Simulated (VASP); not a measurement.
Computed with LDA (Ceperley-Alder, Perdew-Zunger), VASP's LDA PAW potentials (set 64) (plane waves; VASP).

The input files of a VASP run:

POSCAR:
```
PbF2
1
    0.0000000000     2.9070746576     2.9070746576
    2.9070746576     0.0000000000     2.9070746576
    2.9070746576     2.9070746576     0.0000000000
Pb F
1 2
Direct
  0.0000000000   0.0000000000   0.0000000000
  0.2500000000   0.2500000000   0.2500000000
  0.7500000000   0.7500000000   0.7500000000
```

File KPOINTS:
```
Automatic mesh
0
Gamma
7 7 7
0 0 0
```

**INCAR**
```
SYSTEM  =  PbF2
PREC  =  Accurate; ENCUT  =  520; LREAL  =  F
LASPH  =  T
EDIFF  =  1E-7; NELM  =  100; ALGO  =  Normal
LMAXMIX  =  4
ISMEAR  =  -5
ISIF  =  2
LWAVE  =  F; LCHARG  =  T; LORBIT  =  11
NEDOS  =  601
```

POTCAR, in this order: Pb_d F (LDA.64 set). Program: vasp_std.

What VASP printed:

File OSZICAR:
```
       N       E                     dE             d eps       ncg     rms          rms(c)
DAV:   1     0.298443106797E+03    0.29844E+03   -0.15079E+04   720   0.182E+03
DAV:   2     0.582205729489E+01   -0.29262E+03   -0.28255E+03   842   0.454E+02
DAV:   3    -0.170682088095E+02   -0.22890E+02   -0.22664E+02   826   0.146E+02
DAV:   4    -0.176508649667E+02   -0.58266E+00   -0.58217E+00   790   0.247E+01
DAV:   5    -0.176705529765E+02   -0.19688E-01   -0.19688E-01   844   0.445E+00    0.741E+00
DAV:   6    -0.160175337737E+02    0.16530E+01   -0.89932E+00   976   0.264E+01    0.256E+00
DAV:   7    -0.159831217182E+02    0.34412E-01   -0.37656E-01   726   0.450E+00    0.140E+00
DAV:   8    -0.159567567973E+02    0.26365E-01   -0.87749E-02   740   0.364E+00    0.443E-01
DAV:   9    -0.159542862040E+02    0.24706E-02   -0.14205E-02   816   0.101E+00    0.864E-02
DAV:  10    -0.159545415387E+02   -0.25533E-03   -0.47684E-04   724   0.194E-01    0.221E-02
DAV:  11    -0.159545394421E+02    0.20966E-05   -0.26286E-05   824   0.476E-02    0.783E-03
DAV:  12    -0.159545407287E+02   -0.12866E-05   -0.57658E-06   746   0.285E-02    0.366E-03
DAV:  13    -0.159545405851E+02    0.14361E-06   -0.55071E-07   764   0.851E-03    0.856E-04
DAV:  14    -0.159545405795E+02    0.56593E-08   -0.93184E-08   396   0.370E-03
   1 F= -.15954541E+02 E0= -.15954541E+02  d E =0.000000E+00
```

OUTCAR:
```
------------------------ aborting loop because EDIFF is reached ----------------------------------------
  FORCE on cell =-STRESS in cart. coord.  units (eV):
  Direction    XX          YY          ZZ          XY          YZ          ZX
  --------------------------------------------------------------------------------------
  Total       -0.0247879     -0.0247879     -0.0247879      0.0000000      0.0000000      0.0000000
  in kB       -0.8082626     -0.8082626     -0.8082626      0.0000000      0.0000000      0.0000000
  external PRESSURE =      -0.8082626 kB  Pullay stress =       0.0000000 kB
  volume of cell :       49.14
      direct lattice vectors                 reciprocal lattice vectors
     0.000000000  2.907074658  2.907074658    -0.171994207  0.171994207  0.171994207
     2.907074658  0.000000000  2.907074658     0.171994207 -0.171994207  0.171994207
     2.907074658  2.907074658  0.000000000     0.171994207  0.171994207 -0.171994207
 POSITION                                       TOTAL-FORCE (eV/Angst)
 -----------------------------------------------------------------------------------
      0.00000      0.00000      0.00000        -0.000000     -0.000000     -0.000000
      1.45354      1.45354      1.45354        -0.000000     -0.000000     -0.000000
      4.36061      4.36061      4.36061         0.000000      0.000000      0.000000
 -----------------------------------------------------------------------------------
    total drift:                                0.000000     -0.000000      0.000000
  FREE ENERGIE OF THE ION-ELECTRON SYSTEM (eV)
  ---------------------------------------------------
  free  energy   TOTEN  =       -15.9545405795 eV

  energy  without entropy=      -15.9545405795  energy(sigma->0) =      -15.95454058

 total charge

# of ion       s       p       d       tot
------------------------------------------
    1        1.551   0.320   9.868  11.739
    2        1.735   4.309   0.000   6.043
    3        1.735   4.309   0.000   6.043
--------------------------------------------------
tot          5.021   8.937   9.868  23.826
```
(Selected blocks of OUTCAR.)

The compound is PbF2 in the fluorite structure, the β form. It was relaxed first, which changed the volume by -6 %.
